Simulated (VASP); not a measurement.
OSZICAR of a VASP run on Lu (space group P6_3/mmc):

**OSZICAR**
```
       N       E                     dE             d eps       ncg     rms          rms(c)
DAV:   1     0.392006286694E+02    0.39201E+02   -0.80713E+03 28735   0.134E+03
DAV:   2    -0.672161087375E+01   -0.45922E+02   -0.44798E+02 26564   0.659E+02
DAV:   3    -0.880448438974E+01   -0.20829E+01   -0.19702E+01 27173   0.580E+01
DAV:   4    -0.890534094243E+01   -0.10086E+00   -0.97300E-01 29013   0.105E+01
DAV:   5    -0.890973149513E+01   -0.43906E-02   -0.42301E-02 26448   0.176E+00    0.244E+01
DAV:   6    -0.889049775515E+01    0.19234E-01   -0.39822E-02 26261   0.434E+00    0.145E+01
DAV:   7    -0.889393958827E+01   -0.34418E-02   -0.74135E-02 25255   0.579E+00    0.367E-01
DAV:   8    -0.889380226341E+01    0.13732E-03   -0.53106E-03 26091   0.108E+00    0.975E-02
DAV:   9    -0.889381639248E+01   -0.14129E-04   -0.22153E-04 27119   0.231E-01    0.324E-02
DAV:  10    -0.889381135959E+01    0.50329E-05   -0.24985E-05 26897   0.814E-02    0.374E-02
DAV:  11    -0.889381198355E+01   -0.62396E-06   -0.18219E-06 26290   0.195E-02    0.238E-03
DAV:  12    -0.889381217885E+01   -0.19530E-06   -0.19538E-07 29424   0.692E-03    0.191E-03
DAV:  13    -0.889381214136E+01    0.37490E-07   -0.87445E-09 25985   0.140E-03    0.280E-04
DAV:  14    -0.889381214157E+01   -0.21237E-09   -0.18682E-10 16075   0.411E-04
   1 F= -.88938121E+01 E0= -.88913312E+01  d E =-.889381E+01
       N       E                     dE             d eps       ncg     rms          rms(c)
DAV:   1    -0.905404529717E+01   -0.16023E+00   -0.49928E+00 16752   0.674E+01    0.269E+00
DAV:   2    -0.896531750049E+01    0.88728E-01   -0.39746E-01 23654   0.103E+01    0.120E+00
DAV:   3    -0.890903982897E+01    0.56278E-01   -0.10061E-01 23560   0.703E+00    0.400E-01
DAV:   4    -0.890843933839E+01    0.60049E-03   -0.91704E-03 25308   0.164E+00    0.268E-01
DAV:   5    -0.890857824225E+01   -0.13890E-03   -0.79919E-04 26537   0.522E-01    0.277E-02
DAV:   6    -0.890856354248E+01    0.14700E-04   -0.75511E-05 26545   0.176E-01    0.111E-02
DAV:   7    -0.890855827503E+01    0.52675E-05   -0.61058E-06 26535   0.346E-02    0.216E-03
DAV:   8    -0.890855772695E+01    0.54808E-06   -0.58725E-07 29609   0.168E-02    0.109E-03
DAV:   9    -0.890855773870E+01   -0.11750E-07   -0.23831E-08 27361   0.262E-03    0.534E-04
DAV:  10    -0.890855775695E+01   -0.18254E-07   -0.16462E-09 16042   0.112E-03    0.541E-05
DAV:  11    -0.890855775463E+01    0.23249E-08   -0.19849E-10 12240   0.644E-04    0.343E-05
DAV:  12    -0.890855775326E+01    0.13733E-08   -0.14656E-10 11450   0.466E-04    0.210E-05
DAV:  13    -0.890855775126E+01    0.19943E-08   -0.10737E-10 11265   0.494E-04    0.955E-06
DAV:  14    -0.890855775092E+01    0.34515E-09   -0.84724E-11 10955   0.330E-04
   2 F= -.89085578E+01 E0= -.89062687E+01  d E =-.147456E-01
       N       E                     dE             d eps       ncg     rms          rms(c)
DAV:   1    -0.891426447011E+01   -0.57067E-02   -0.16234E-01 16941   0.121E+01    0.506E-01
DAV:   2    -0.891127269261E+01    0.29918E-02   -0.13128E-02 22860   0.187E+00    0.219E-01
DAV:   3    -0.890941469640E+01    0.18580E-02   -0.32340E-03 23518   0.125E+00    0.698E-02
DAV:   4    -0.890937629206E+01    0.38404E-04   -0.33808E-04 25093   0.332E-01    0.463E-02
DAV:   5    -0.890937924120E+01   -0.29491E-05   -0.28218E-05 27012   0.949E-02    0.501E-03
DAV:   6    -0.890937899851E+01    0.24270E-06   -0.24634E-06 26496   0.319E-02    0.187E-03
DAV:   7    -0.890937944624E+01   -0.44773E-06   -0.19123E-07 26669   0.581E-03    0.362E-04
DAV:   8    -0.890937951928E+01   -0.73046E-07   -0.15019E-08 27747   0.270E-03    0.205E-04
DAV:   9    -0.890937951816E+01    0.11169E-08   -0.37554E-10 11875   0.536E-04    0.603E-05
DAV:  10    -0.890937951757E+01    0.59322E-09   -0.12268E-10 10570   0.403E-04
   3 F= -.89093795E+01 E0= -.89070583E+01  d E =-.155674E-01
       N       E                     dE             d eps       ncg     rms          rms(c)
DAV:   1    -0.890941329465E+01   -0.33776E-04   -0.13056E-03 17041   0.108E+00    0.451E-02
DAV:   2    -0.890938923346E+01    0.24061E-04   -0.10502E-04 22705   0.167E-01    0.196E-02
DAV:   3    -0.890937442745E+01    0.14806E-04   -0.25910E-05 23635   0.112E-01    0.625E-03
DAV:   4    -0.890937400201E+01    0.42545E-06   -0.26460E-06 25163   0.296E-02    0.414E-03
DAV:   5    -0.890937377956E+01    0.22244E-06   -0.22348E-07 26950   0.838E-03    0.436E-04
DAV:   6    -0.890937379196E+01   -0.12392E-07   -0.19591E-08 26466   0.285E-03    0.161E-04
DAV:   7    -0.890937383666E+01   -0.44705E-07   -0.74482E-10 10780   0.507E-04    0.350E-05
DAV:   8    -0.890937384503E+01   -0.83724E-08   -0.25254E-10  9475   0.812E-04    0.107E-05
DAV:   9    -0.890937384528E+01   -0.24806E-09   -0.17333E-10  9130   0.451E-04
   4 F= -.89093738E+01 E0= -.89070497E+01  d E =-.155617E-01
       N       E                     dE             d eps       ncg     rms          rms(c)
DAV:   1    -0.890945877297E+01   -0.84928E-04   -0.27217E-03 23621   0.752E-01    0.397E-02
DAV:   2    -0.890942234688E+01    0.36426E-04   -0.85863E-05 26302   0.146E-01    0.228E-02
DAV:   3    -0.890940302733E+01    0.19320E-04   -0.21550E-05 29863   0.629E-02    0.119E-02
DAV:   4    -0.890940312364E+01   -0.96310E-07   -0.27921E-06 26309   0.154E-02    0.493E-03
DAV:   5    -0.890940306936E+01    0.54280E-07   -0.12211E-07 30558   0.635E-03    0.292E-04
DAV:   6    -0.890940306383E+01    0.55331E-08   -0.11392E-08 25805   0.984E-04    0.222E-04
DAV:   7    -0.890940305737E+01    0.64601E-08   -0.22343E-10 11895   0.454E-04    0.396E-05
DAV:   8    -0.890940305664E+01    0.72123E-09   -0.83320E-11 10550   0.378E-04
   5 F= -.89094031E+01 E0= -.89070777E+01  d E =-.292114E-04
       N       E                     dE             d eps       ncg     rms          rms(c)
DAV:   1    -0.890943357094E+01   -0.30514E-04   -0.12150E-03 23616   0.502E-01    0.265E-02
DAV:   2    -0.890941728906E+01    0.16282E-04   -0.38329E-05 26300   0.975E-02    0.153E-02
DAV:   3    -0.890940867162E+01    0.86174E-05   -0.96080E-06 29842   0.420E-02    0.800E-03
DAV:   4    -0.890940871624E+01   -0.44616E-07   -0.12515E-06 26319   0.103E-02    0.330E-03
DAV:   5    -0.890940868769E+01    0.28548E-07   -0.54720E-08 30514   0.423E-03    0.195E-04
DAV:   6    -0.890940868398E+01    0.37137E-08   -0.47829E-09 22406   0.660E-04    0.145E-04
DAV:   7    -0.890940867990E+01    0.40793E-08   -0.16334E-10 10955   0.419E-04    0.319E-05
DAV:   8    -0.890940867911E+01    0.78808E-09   -0.90082E-11 10135   0.362E-04
   6 F= -.89094087E+01 E0= -.89070826E+01  d E =-.348338E-04
       N       E                     dE             d eps       ncg     rms          rms(c)
DAV:   1    -0.890947124542E+01   -0.62566E-04   -0.19555E-03 16880   0.133E+00    0.550E-02
DAV:   2    -0.890943553177E+01    0.35714E-04   -0.15740E-04 22431   0.203E-01    0.239E-02
DAV:   3    -0.890941323394E+01    0.22298E-04   -0.38702E-05 23490   0.138E-01    0.766E-03
DAV:   4    -0.890941298304E+01    0.25090E-06   -0.39154E-06 24844   0.361E-02    0.508E-03
DAV:   5    -0.890941338105E+01   -0.39802E-06   -0.33080E-07 26928   0.102E-02    0.529E-04
DAV:   6    -0.890941335757E+01    0.23486E-07   -0.28797E-08 26507   0.345E-03    0.194E-04
DAV:   7    -0.890941330163E+01    0.55936E-07   -0.11080E-09 11608   0.597E-04    0.404E-05
DAV:   8    -0.890941329187E+01    0.97646E-08   -0.34951E-10  9150   0.973E-04    0.131E-05
DAV:   9    -0.890941329120E+01    0.66780E-09   -0.24295E-10  8730   0.526E-04
   7 F= -.89094133E+01 E0= -.89070910E+01  d E =-.461209E-05
```

Problem. Which electronic solver shows in the log?

Solution. It is blocked Davidson (ALGO = Normal, or the opening steps of other solvers). The INCAR had ALGO = Normal.

Problem. Can the final energy be trusted as converged?

Solution. The calculation finished and met its thresholds. It stopped with EDIFF = 1E-09, NELM = 100, NSW = 50 and EDIFFG = -0.005 after 7 ionic steps (PBE GGA, plane waves, VASP's PBE PAW potentials (set 64)).  Energy and stress use the plane-wave basis of the starting cell.

The structure comes from a computed database's Lu entry; how it stands against other phases isn't given here. This run relaxes it. Symmetry was kept, so distortions that lower it aren't found. The run is one of a series of settings (EDIFF = 1E-09, EDIFFG = -0.005, ENCUT = 420, IBRION = 2, ISIF = 3, NSW = 50, KPOINTS 19×19×11 Γ-centred mesh shifted by (0.5, 0.5, 0.5) against the base run), some of them coarse on purpose.
